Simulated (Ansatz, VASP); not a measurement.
# Re (Re(10-10)) in two plane-wave programs

Aim: how closely do two programs agree when they are given the same cell, functional and k mesh?

Method: plane waves, with VASP 6.6.1 beside it; single point at PBEsol, in Ansatz 0.2.0.

## (1) Set-up

The cell holds 12 atoms: 12 Re. Its edges and angles: a = 2.751 Å, b = 4.443 Å, c = 27.706 Å, α = 90.0°, β = 90.0°, γ = 90.0°. It derives from Re. As first built, before any earlier steps moved the atoms (in the runner's words): 12 layers of hcp Re, cut at this functional's lattice. Vacuum lies along c.

As a file:

```cif
data_structure
_symmetry_space_group_name_H-M 'P 1'
_symmetry_Int_Tables_number 1
_cell_length_a 2.7509
_cell_length_b 4.4430
_cell_length_c 27.7058
_cell_angle_alpha 90.000
_cell_angle_beta 90.000
_cell_angle_gamma 90.000
_cell_volume 338.62
loop_
_atom_site_label
_atom_site_type_symbol
_atom_site_fract_x
_atom_site_fract_y
_atom_site_fract_z
_atom_site_occupancy
Re1 Re 0.00000 0.00000 0.27508 1
Re2 Re 0.50000 0.00000 0.35651 1
Re3 Re 0.50000 0.50000 0.29875 1
Re4 Re 0.00000 0.00000 0.44276 1
Re5 Re 0.00000 0.50000 0.38443 1
Re6 Re 0.50000 0.00000 0.52905 1
Re7 Re 0.50000 0.50000 0.47095 1
Re8 Re 0.00000 0.00000 0.61557 1
Re9 Re 0.00000 0.50000 0.55724 1
Re10 Re 0.50000 0.00000 0.70125 1
Re11 Re 0.50000 0.50000 0.64349 1
Re12 Re 0.00000 0.50000 0.72492 1
```

## (2) Ansatz: single point, PBEsol

Ansatz runs on its default PAW (the set named soft_2) files.

With cell and atoms fixed, the geometry can't cause a difference; cores, projectors, grids and the points listed under the comparison can.

input.yaml

```yaml
crystal:
  lattice:
    - [2.7508847553, 0.0, 0.0]
    - [0.0, 4.4429597591, 0.0]
    - [0.0, 0.0, 27.7057924319]
  atoms:
    - { symbol: Re, position: [0.0, 0.0, 0.2750829069] }
    - { symbol: Re, position: [0.5, 0.0, 0.3565069613] }
    - { symbol: Re, position: [0.5, 0.5, 0.298746283] }
    - { symbol: Re, position: [0.0, 0.0, 0.4427645268] }
    - { symbol: Re, position: [0.0, 0.5, 0.3844292105] }
    - { symbol: Re, position: [0.5, 0.0, 0.5290459741] }
    - { symbol: Re, position: [0.5, 0.5, 0.4709540259] }
    - { symbol: Re, position: [0.0, 0.0, 0.6155707895] }
    - { symbol: Re, position: [0.0, 0.5, 0.5572354732] }
    - { symbol: Re, position: [0.5, 0.0, 0.701253717] }
    - { symbol: Re, position: [0.5, 0.5, 0.6434930387] }
    - { symbol: Re, position: [0.0, 0.5, 0.7249170931] }
hamiltonian:
  xc: pbesol
  pseudopotentials: { kind: paw }
kpoints:
  mp_grid: { grid: [11, 7, 1] }
scf:
  occupations: { method: methfessel_paxton, width: 0.15 }
  n_extra_bands: 7
efield:
  axis: 3
  dipole_correction: true
  ramp_width: 0.04
output:
  forces: true
  eigenvalues: true
  write_density: true
  write_potential: true
  elf: true
  volumetric_format: npy
```

Command:

```sh
$ ansatz run input.yaml --threads 4 --pin off --max-ram 9216MiB --backend cpu --events-out ev --progress --plain --runs-dir out
```

Numbers of over 12 decimals in the logs are rounded to 6 here.

The log of the run:

```text
scf.n_extra_bands = 7 over 90 filled bands (N_el = 180.0): the run solves 97 bands
Engine: ansatz 0.2.0, aarch64-unknown-linux-gnu
Pseudopotentials: kind: paw
Pseudopotential: Re, paw, valence charge 15, recommended cutoff 420 eV (normal), Re.paw.azcp
Functional definition: PBEsol
  exchange = pbesol_x
  correlation = pbesol_c
Crystal: 12 atoms, lattice volume = 338.622 Å³
Basis set: ecut = 420 eV, 6683 PW (Γ), exchange–correlation on 40×60×384 points (8 copies of the dense FFT grid, shifted against one another)
Bands: 97, of which v1, the nominal top of the filled ones, is band 90 counted from 1 (89 counted from 0)
Symmetry: 4 space group operations
k-points: 24 of 77
Non-local potential: Re, projectors of the file, l = 0: 3, l = 1: 2, l = 2: 2, l = 3: 1
PAW form: soft (Blöchl's): semilocal exchange-correlation on the pseudo side does not see the compensation charge
PAW frozen core: Re, regenerated for the run's functional, and the local potential with it (the file was generated under x = pbe(κ = 0.804, μ = 0.219515), c = pbe(β = 0.066725))
PAW one-centre angular grid: Re, 590 points (default); XC on 64 Gauss nodes
Initial density: superposition of atomic densities (neutral atoms: chi_scale 0, normalization atom), corrected by the library's trained network
Initial wavefunctions: pseudopotential atomic-orbital guess
Functional: x = pbesol(κ = 0.804, μ = 0.123457), c = pbesol(β = 0.046)
SCF iter   1: F=—  HF=-128842.004820 eV  |F-HF|=—  |Δ(HF+E_count)|=         —  Δρ=9.51e-3  dr2=2.27e0  ethr=1.77e-3  p=0.000 e·Å  D=1.07e-13 V/Å  ΔV_dip=-0.00 eV  dr2_dipole=1.87e-9  V_vac-E_F(+/−)=4.83/4.83 eV  ⟨swp⟩=8.7  Hψ=11675  notcnv=0
efield: sawtooth ramp at fractional position 0.9800 (placed from the atoms, in the widest stretch of the axis that holds none; the zero of the levels goes with the place), width 0.0400; the density the first Hamiltonian is built on has a dipole p = 0.000 e·Å; the dipole correction subtracts the counter field D = 1.07e-13 V/Å, which shifts the + side's vacuum level by -0.00 eV against the − side's; the planar-averaged density in the ramp window peaks in size at 5.1e-5 e/Å³
preconditioner: auto → LDOS  [metal: Δε(μ)=0.031 eV  Ē_g=4.139 eV  σ=0.150 eV  W_gap=0.18  n_scr=68 (ndim 8)  ℏωp=18.5 eV  f_vac=0.433  D(μ)=11.17/eV (n_scr^D=68)  β→1.0]
SCF iter   2: F=—  HF=-128841.931549 eV  |F-HF|=—  |Δ(HF+E_count)|=   7.33e-2  S|Δr|=    0.00e0  Δρ=2.84e-3  dr2=5.78e-2  ethr=1.26e-3  p=0.000 e·Å  D=8.34e-5 V/Å  ΔV_dip=-0.00 eV  dr2_dipole=2.97e-7  V_vac-E_F(+/−)=4.74/4.74 eV  ⟨swp⟩=1.7  Hψ=2920  notcnv=0  defer=7
SCF iter   3: F=—  HF=-128841.933494 eV  |F-HF|=—  |Δ(HF+E_count)|=   1.94e-3  S|Δr|=    0.00e0  Δρ=1.01e-3  dr2=1.23e-2  ethr=3.21e-5  p=-0.000 e·Å  D=-1.51e-5 V/Å  ΔV_dip=0.00 eV  dr2_dipole=3.72e-8  V_vac-E_F(+/−)=4.77/4.77 eV  ⟨swp⟩=2.7  Hψ=4155  notcnv=0  defer=7
SCF iter   4: F=—  HF=-128841.931702 eV  |F-HF|=—  |Δ(HF+E_count)|=   1.79e-3  S|Δr|=    0.00e0  Δρ=3.28e-4  dr2=8.25e-4  ethr=6.86e-6  p=0.000 e·Å  D=1.17e-5 V/Å  ΔV_dip=-0.00 eV  dr2_dipole=6.27e-7  V_vac-E_F(+/−)=4.75/4.75 eV  ⟨swp⟩=3.0  Hψ=4518  notcnv=0  defer=7
SCF iter   5: F=—  HF=-128841.931657 eV  |F-HF|=—  |Δ(HF+E_count)|=   4.48e-5  S|Δr|=    0.00e0  Δρ=1.20e-4  dr2=9.30e-5  ethr=4.58e-7  p=0.000 e·Å  D=6.27e-6 V/Å  ΔV_dip=-0.00 eV  dr2_dipole=7.61e-9  V_vac-E_F(+/−)=4.74/4.74 eV  ⟨swp⟩=2.5  Hψ=4233  notcnv=0  defer=7
SCF iter   6: F=—  HF=-128841.931933 eV  |F-HF|=—  |Δ(HF+E_count)|=   2.75e-4  S|Δr|=    0.00e0  Δρ=4.70e-5  dr2=2.37e-5  ethr=5.17e-8  p=-0.000 e·Å  D=-9.86e-7 V/Å  ΔV_dip=0.00 eV  dr2_dipole=7.65e-10  V_vac-E_F(+/−)=4.74/4.74 eV  ⟨swp⟩=2.8  Hψ=4381  notcnv=0
SCF iter   7: F=—  HF=-128841.931935 eV  |F-HF|=—  |Δ(HF+E_count)|=   1.80e-6  S|Δr|=    0.00e0  Δρ=1.60e-5  dr2=2.48e-6  ethr=1.32e-8  p=-0.000 e·Å  D=-4.22e-7 V/Å  ΔV_dip=0.00 eV  dr2_dipole=6.04e-10  V_vac-E_F(+/−)=4.74/4.74 eV  ⟨swp⟩=2.7  Hψ=3738  notcnv=0
SCF iter   8: F=-128841.931935 eV  HF=-128841.931935 eV  |F-HF|=1.55e-7  |Δ(HF+E_count)|=   4.58e-7  S|Δr|=    0.00e0  Δρ=4.36e-6  dr2=9.16e-8  ethr=5.56e-11  p=-0.000 e·Å  D=-1.72e-7 V/Å  ΔV_dip=0.00 eV  dr2_dipole=8.56e-11  V_vac-E_F(+/−)=4.74/4.74 eV  ⟨swp⟩=15.1  Hψ=23916  notcnv=0
SCF 1 converged in 8 iterations: F = -128841.931935 eV  dr2 = 9.16e-8
  greatest PAW one-centre occupation: 0.999 electrons in one spin orbital (limit 2), on the Re atom at site 1 (counted from 0), in its partial waves of l = 0
WARN: The output density's exchange-correlation potential varies sharply where the density is thin. Do not read a vacuum level from v_tot or v_xc, or from such a field of the output density. On a cell that repeats whose density bears no net charge and no dipole along the vacuum's axis use v_es (v_loc + v_h of the components); under efield.dipole_correction with no amplitude use v_es + v_field, which holds any externa [...]
SCF converged after 8 iterations
Stability not checked: this state was not tested for a lower state beside it, because cold or Methfessel-Paxton smearing, or corrected tetrahedra, fill the levels in a way that the test cannot read (fill_not_monotonic; see scf.lower_state_search)
Free energy (F): -128841.931935 eV
Harris-Foulkes:  -128841.931935 eV  (|F-HF|=1.55e-7)
Internal energy: -128841.927852 eV  (E = F + TS)
E sigma→0 (E₀):  -128841.930914 eV
Entropy (-TS):   -0.004083 eV (-0.340 meV/atom)
Fermi energy:    10.236126 eV
Step filling:    the computed levels leave a gap of 0.0019 eV = 0.0 smearing widths at the electron count; against every level under it full and every level over it empty, smearing changes F+E_penalty+E_count by -1.494 meV and its σ→0 estimate by -0.473 meV
Dipole field:    D = 0.000009 V/Å  (p = 0.000018 e·Å, saw-weighted, corrected)
Work function:   Φ+ = 4.7351 eV   Φ− = 4.7354 eV
Levels:          The Fermi level and band energies are counted from a zero that moves with the ramp; work functions are not
--- Per-component energies (eV) ---
  E_band       = -3334.345408
  E_kinetic    = 6490.923077
  E_local      = -274375.530410  (includes V_loc(G=0)·N_el)
  E_nonlocal   = 615.769622
  E_hartree    = 134662.615657
  E_xc         = -4810.160107
  E_vxc        = -3642.282097  (∫ρ·V_xc dr)
  E_paw        = -102372.411418  (= ΣΔE_a)
  E_vpaw       = -1748.329195  (= ΣTr[D̂ρ^β])
  E_aug_tail   = -0.000907  (compensation charges beyond the density's cutoff)
  E_efield     = 0.000000  (sawtooth field / dipole correction)
  E_vefield    = 0.000000  (∫n·V_field dr)
  E_ewald      = 110944.067496
  E_core_change = 2.799138  (= ΣΔE_core)
  E_smearing   = -0.004083  (= −TS)
  E_closure    = 0.000000  (closes the sum)
  Σ components = -128841.931935   (vs F -128841.931935, Δ=0.00e0)
--- Forces (eV/Å), atoms counted from 1 ---
  atom   1  Re     0.00000000    -0.00000000    -0.03804049
  atom   2  Re     0.00000000     0.00000000     0.05107320
  atom   3  Re     0.00000000     0.00000000     0.04068452
  atom   4  Re     0.00000000    -0.00000000    -0.00098793
  atom   5  Re     0.00000000     0.00000000     0.02812516
  atom   6  Re     0.00000000    -0.00000000    -0.01232241
  atom   7  Re     0.00000000     0.00000000     0.01232569
  atom   8  Re     0.00000000    -0.00000000    -0.02814454
  atom   9  Re     0.00000000     0.00000000     0.00100061
  atom  10  Re     0.00000000    -0.00000000    -0.04065896
  atom  11  Re     0.00000000    -0.00000000    -0.05109598
  atom  12  Re     0.00000000     0.00000000     0.03805241
  max |Σ_I F_I| component: 1.13e-5 eV/Å
--- Band table (eV; the first three rows and the last of 24) ---
  k-point 0: bands = [... 86 lower, 9.5237, 9.6472, 9.7039, 9.7713, 9.8263, 9.8929, 10.1692, 10.1902, ... 3 higher]
  k-point 1: bands = [... 86 lower, 9.5634, 9.6627, 9.9281, 9.9727, 10.1437, 10.4524, 10.4603, 10.4646, ... 3 higher]
  k-point 2: bands = [... 86 lower, 9.4008, 9.4666, 9.8614, 10.0526, 10.0858, 10.3238, 10.4723, 10.8109, ... 3 higher]
  k-point 23: bands = [... 86 lower, 10.6090, 10.7489, 10.8746, 10.9068, 11.0084, 11.1179, 11.4831, 11.6377, ... 3 higher]
```

Elapsed: 39 s, on 4 threads of Arm Neoverse V1, shared host; peak memory 1.3 GiB; 2.6 min of CPU time.

(Continued in part 2 of 2.)

[Lines on the potential files, build, host, timing and source positions are cut from VASP's logs without a mark.]

[Logs are printed without paths, hosts, clocks, repeated set-up lines and the standing remarks that a program may print on its own settings, such as how far it seeks lower states.]

[Hosts, paths, dates, database ids (printed as entryN), source tags and the programs' standing remarks are cut or masked in the printed files.]
